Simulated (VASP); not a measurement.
Given:

```
CeO2
1.0
    3.40008     0.00000     0.00000
   -1.70004     2.94455     0.00000
    0.00000     0.00000    15.32128
Ce O
1 2
Cartesian
  1.70004   0.98152   7.66064
  0.00000   1.96304   6.47375
  0.00000   1.96304   8.84754
```

Calculation: r2SCAN meta-GGA, VASP's PBE PAW potentials (set 64) (plane waves; VASP). Numerical set-up: 520 eV cut-off, 8×8×1 Γ-centred mesh, tetrahedra with Blöchl corrections, potentials Ce O.

The cell holds a wide vacuum, so values per volume refer to the whole cell.

Predict the energy per atom (σ→0), band gap (over mesh and band path) with the smallest direct gap where there is one.

band gap (over mesh and band path): 1.19 eV
smallest direct gap (over mesh and band path): 1.55 eV
energy per atom (σ→0): -17.091 eV/atom

The absolute energy has meaning only against runs of the same code, potentials and settings.

The cell is a sheet with vacuum, built from a generated structure. The run is not spin-polarised, so no magnetic state was tried.
